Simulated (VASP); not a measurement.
# RuSe (Pm-3m) in VASP: further runs, part 2 of 2

VASP 6.6.1.

### 5 Single point, HSE(alpha, omega)

POSCAR reads:

```
RuSe
1.0
    3.1876923100      0.0000000000      0.0000000000
    0.0000000000      3.1876923100      0.0000000000
    0.0000000000      0.0000000000      3.1876923100
Ru Se
1 1
Direct
    0.0000000000      0.0000000000      0.0000000000
    0.5000000000      0.5000000000      0.5000000000
```

INCAR.step1 reads:

```
SYSTEM = RuSe
  PREC = Accurate
  ENCUT = 520
  EDIFF = 1E-5
  ISMEAR = -1
  SIGMA = 0.05
  LREAL = .FALSE.
  LASPH = .TRUE.
  NELM = 60
  ALGO = Normal
  ISIF = 2
  LWAVE = .TRUE.
  NBANDS = 17
  GGA = PE
```

INCAR.step2 reads:

```
SYSTEM = RuSe
  PREC = Accurate
  ENCUT = 520
  EDIFF = 1E-7
  ISMEAR = -1
  SIGMA = 0.05
  LREAL = .FALSE.
  LASPH = .TRUE.
  NELM = 60
  ALGO = Normal
  ISIF = 2
  LWAVE = .FALSE.
  LCHARG = .FALSE.
  GGA = PE
  LHFCALC = .TRUE.
  HFSCREEN = 0.2
  AEXX = 0.25
  PRECFOCK = Fast
  NBANDS = 17
  ISTART = 1
```

KPOINTS reads:

```
Automatic mesh
0
G
  4 4 4
  0 0 0
```

Potentials or basis: VASP PAW PBE potentials, release 64 (Ru_pv, Se).

Started as:

```sh
$ cat potpaw_PBE.64/Ru_pv/POTCAR potpaw_PBE.64/Se/POTCAR > POTCAR
$ cp INCAR.step1 INCAR
$ mpirun -np 1 vasp_std > vasp.out
$ cp INCAR.step2 INCAR
$ mpirun -np 1 vasp_std > vasp.out
```

OUTCAR:

```text
SYSTEM = RuSe
   PREC = Accurate
   ENCUT = 520
   EDIFF = 1E-7
   ISMEAR = -1
   LREAL = .FALSE.
   LASPH = .TRUE.
   NELM = 60
   ISIF = 2
   GGA = PE
   LHFCALC = .TRUE.
   HFSCREEN = 0.2
   AEXX = 0.25
   PRECFOCK = Fast
   ISTART = 1

 ion  position               nearest neighbor table
   1  0.000  0.000  0.000-   2 2.76   2 2.76   2 2.76   2 2.76   2 2.76   2 2.76   2 2.76   2 2.76

   2  0.500  0.500  0.500-   1 2.76   1 2.76   1 2.76   1 2.76   1 2.76   1 2.76   1 2.76   1 2.76

  LATTYP: Found a simple cubic cell.
 ALAT       =     3.1876923100

  Lattice vectors:

 A1 = (   3.1876923100,   0.0000000000,   0.0000000000)
 A2 = (   0.0000000000,   3.1876923100,   0.0000000000)
 A3 = (   0.0000000000,   0.0000000000,   3.1876923100)

Analysis of symmetry for initial positions (statically):
=====================================================================
 Subroutine PRICEL returns:
 Original cell was already a primitive cell.

 Routine SETGRP: Setting up the symmetry group for a
 simple cubic supercell.

 Subroutine GETGRP returns: Found 48 space group operations
 (whereof 48 operations were pure point group operations)
 out of a pool of 48 trial point group operations.

The static configuration has the point symmetry O_h .

Analysis of symmetry for dynamics (positions and initial velocities):
=====================================================================
 Subroutine PRICEL returns:
 Original cell was already a primitive cell.

 Routine SETGRP: Setting up the symmetry group for a
 simple cubic supercell.

 Subroutine GETGRP returns: Found 48 space group operations
 (whereof 48 operations were pure point group operations)
 out of a pool of 48 trial point group operations.

The dynamic configuration has the point symmetry O_h .

 Subroutine INISYM returns: Found 48 space group operations
 (whereof 48 operations are pure point group operations),
 and found     1 'primitive' translations

[... 105 lines left out ...]
   LHFCALC =     T    Hartree Fock is set to
   PRECFOCK=fast      Normal, Fast or Accurate (Low or Medium for compatibility)
   ENCUT4O =  -1.0   cutoff for four orbital integrals eV
   NKREDX  =     1    reduce k-point grid by
   NKREDY  =     1    reduce k-point grid by
   NKREDZ  =     1    reduce k-point grid by
   AEXX    =    0.2500 exact exchange contribution
   HFSCREEN=    0.2000 screening length (either q_TF or 0.3 A-1)
   HFSCREENC=   0.2000 screening length for correlation (either q_TF or 0.3 A-1)
   ENCUTFOCK=  -1.0 apply spherical cutoff to Coloumb kernel
   IVDW    =     0    specifies the selected vdW correction
   LEPSILON=     F    determine dielectric tensor
   LRPA    =     F    only Hartree local field effects (RPA)
 non-spin polarized calculation
  energy-cutoff  :      520.00
  volume of cell :       32.39
 maximum number of plane-waves:       912
 NGX is ok and might be reduce to    24
  NGX = 14; NGY = 14; NGZ = 14

 number of electron      19.9999995 magnetization

 Free energy of the ion-electron system (eV)
  ---------------------------------------------------
  ext. energy  EPLUGINS =         0.00000000
  ---------------------------------------------------
  free energy    TOTEN  =       -14.58603525 eV

  energy without entropy =      -14.57380439  energy(sigma->0) =      -14.57991982

 E-fermi :   9.4149     XC(G=0): -10.0862

 val. band max:        9.3607204107   @ k =   0.5000   0.5000   0.0000
 cond. band min:       9.5199610037   @ k =   0.5000   0.2500   0.0000
 fundamental gap:      0.1592405930
 Fermi energy:         9.4148889092

 k-point     1 :       0.0000    0.0000    0.0000
  band No.  band energies     occupation
      1     -36.3668      2.00000
      2     -36.3668      2.00000
      3     -36.3668      2.00000
      4      -8.4650      2.00000
      5       5.0200      2.00000
      6       5.0200      2.00000
[... 177 lines left out ...]
      4      -4.4242      2.00000
      5       1.3658      2.00000
      6       1.3658      2.00000
[... 9 lines left out ...]
     16      18.7760      0.00000
     17      24.7864      0.00000

------------------------ aborting loop because EDIFF is reached ----------------------------------------

  FORCE on cell =-STRESS in cart. coord.  units (eV):
  Direction    XX          YY          ZZ          XY          YZ          ZX
  --------------------------------------------------------------------------------------
  -------------------------------------------------------------------------------------
  Total       -3.5849722     -3.5849722     -3.5849722     -0.0000000     -0.0000000      0.0000000
  in kB     -177.3238672   -177.3238672   -177.3238672     -0.0000000     -0.0000000      0.0000000
  external PRESSURE =    -177.3238672 kB  Pullay stress =       0.0000000 kB

 VOLUME and BASIS-vectors are now :
 -----------------------------------------------------------------------------
  energy-cutoff  :      520.00
  volume of cell :       32.39
      direct lattice vectors                 reciprocal lattice vectors
     3.187692310  0.000000000  0.000000000     0.313706563  0.000000000  0.000000000
     0.000000000  3.187692310  0.000000000     0.000000000  0.313706563  0.000000000
     0.000000000  0.000000000  3.187692310     0.000000000  0.000000000  0.313706563

 POSITION                                       TOTAL-FORCE (eV/Angst)
 -----------------------------------------------------------------------------------
      0.00000      0.00000      0.00000         0.000000      0.000000      0.000000
      1.59385      1.59385      1.59385         0.000000      0.000000      0.000000
 -----------------------------------------------------------------------------------
    total drift:                                0.000001      0.000001      0.000001

  FREE ENERGIE OF THE ION-ELECTRON SYSTEM (eV)
  ---------------------------------------------------
  free  energy   TOTEN  =       -14.5860352503 eV

  energy  without entropy=      -14.5738043914  energy(sigma->0) =      -14.57991982
```

OSZICAR.step1:

```text
N       E                     dE             d eps       ncg     rms          rms(c)
DAV:   1     0.156812559056E+03    0.15681E+03   -0.11388E+04   340   0.116E+03
DAV:   2    -0.851291092763E+01   -0.16533E+03   -0.16112E+03   373   0.317E+02
DAV:   3    -0.124412862619E+02   -0.39284E+01   -0.38905E+01   410   0.506E+01
DAV:   4    -0.124635447598E+02   -0.22258E-01   -0.22243E-01   413   0.382E+00
DAV:   5    -0.124637573247E+02   -0.21256E-03   -0.21234E-03   419   0.316E-01    0.993E+00
DAV:   6    -0.122917976984E+02    0.17196E+00   -0.20973E+00   352   0.117E+01    0.491E+00
DAV:   7    -0.121691826103E+02    0.12262E+00   -0.27315E-01   370   0.519E+00    0.330E+00
DAV:   8    -0.121604091438E+02    0.87735E-02   -0.64406E-02   358   0.197E+00    0.492E-01
DAV:   9    -0.121602435462E+02    0.16560E-03   -0.14250E-03   446   0.356E-01    0.188E-01
DAV:  10    -0.121603654730E+02   -0.12193E-03   -0.58345E-04   346   0.190E-01    0.102E-01
DAV:  11    -0.121601447888E+02    0.22068E-03   -0.20444E-04   379   0.129E-01    0.158E-02
DAV:  12    -0.121601493298E+02   -0.45410E-05   -0.10265E-05   227   0.280E-02
   1 F= -.12160149E+02 E0= -.12151830E+02  d E =-.166396E-01
```

It took 2 min on 1 thread of Intel Xeon 6975P-C (Granite Rapids), shared host; peak memory 0.24 GiB.

Results:

- Free energy: -14.5860 eV
- Pressure: -17.7 GPa
- Band gap on the k mesh: none (metal or under the smearing width)

Levels at points of the mesh, in eV from the Fermi level:
```
           k point  band 6  band 7  band 8  band 9  band 10  band 11  band 12  band 13  band 14  band 15
(0.00, 0.00, 0.00)   -4.39   -1.94   -1.94   -1.94    -1.41    -1.41    -1.41     3.09     9.40     9.40
(0.50, 0.00, 0.00)   -4.54   -4.54   -3.73   -1.27     0.27     3.16     3.16     6.03     6.71     9.46
(0.50, 0.50, 0.00)   -6.74   -4.00   -2.56   -2.56    -1.25    -0.05     0.39     3.74    11.22    11.22
(0.50, 0.50, 0.50)   -8.05   -8.05    0.43    0.43     2.79     2.79     2.79     2.83     2.83     2.83
```

Caveat: the k mesh is coarse (spacing up to 0.49 Å⁻¹), so the values aren't converged, least of all with exact exchange; the PAW data sets were made with another functional, which shifts forces and pressure a little.

### 6 Single point, HSE(alpha, omega)

POSCAR is that of step 5.

INCAR.step1 is that of step 5.

INCAR.step2, as its differences from that of step 5:

```diff
@@ -15,3 +15,3 @@
   LHFCALC = .TRUE.
-  HFSCREEN = 0.2
+  HFSCREEN = 0.3
   AEXX = 0.25
```

KPOINTS is that of step 5.

Potentials or basis: VASP PAW PBE potentials, release 64 (Ru_pv, Se).

Started as:

```sh
$ cat potpaw_PBE.64/Ru_pv/POTCAR potpaw_PBE.64/Se/POTCAR > POTCAR
$ cp INCAR.step1 INCAR
$ mpirun -np 1 vasp_std > vasp.out
$ cp INCAR.step2 INCAR
$ mpirun -np 1 vasp_std > vasp.out
```

Run time: 1.9 min. Hardware: 1 thread of Intel Xeon 6975P-C (Granite Rapids), shared host; peak memory 0.24 GiB.

The run converged. Its results:

- Free energy: -14.0520 eV
- Pressure: -16.9 GPa
- Band gap on the k mesh: none (metal or under the smearing width)

Levels at points of the mesh, in eV from the Fermi level:
```csv
k point,band 7,band 8,band 9,band 10,band 11,band 12,band 13,band 14
"(0.00, 0.00, 0.00)",-1.85,-1.85,-1.85,-1.27,-1.27,-1.27,3.01,9.28
"(0.50, 0.00, 0.00)",-4.34,-3.54,-1.10,0.22,3.06,3.06,5.95,6.61
"(0.50, 0.50, 0.00)",-3.82,-2.38,-2.38,-1.17,-0.03,0.30,3.62,11.09
"(0.50, 0.50, 0.50)",-7.82,0.36,0.36,2.75,2.75,2.75,2.81,2.81
```

Caveat: the k mesh is coarse (spacing up to 0.49 Å⁻¹), so the values aren't converged, least of all with exact exchange; the PAW data sets were made with another functional, which shifts forces and pressure a little.

### 7 Overview

| level | U | k mesh | smearing | screening parameter | grid for exact exchange (PRECFOCK) | mesh quality | gap on the mesh (eV) | pressure (GPa) |
| --- | --- | --- | --- | --- | --- | --- | --- | --- |
| PBEsol+U | Ru d U = 7 eV | 6 × 6 × 6 | gaussian 0.05 eV | - | - | not flagged | none | -15.9 |
| HSE(alpha, omega) | - | 4 × 4 × 4 | fermi-dirac 0.05 eV | 0.1 | Fast | coarse | none | -18.6 |
| HSE(alpha, omega) | - | 4 × 4 × 4 | fermi-dirac 0.05 eV | 0.15 | Fast | coarse | none | -18.2 |
| HSE(alpha, omega) | - | 4 × 4 × 4 | fermi-dirac 0.05 eV | 0.2 | Fast | coarse | none | -17.7 |
| HSE(alpha, omega) | - | 4 × 4 × 4 | fermi-dirac 0.05 eV | 0.3 | Fast | coarse | none | -16.9 |

Alike in all rows: task single point; potentials or basis VASP PAW PBE potentials, release 64 (Ru_pv, Se); no spin polarisation; cell as given; cutoff (eV) 520.

Caveats: some runs use coarse meshes; the PAW data sets were made with another functional, which shifts forces and pressure a little; U without spin polarisation on a metal has little footing (some runs).

Absolute energies hang on the potentials; compare differences alone.
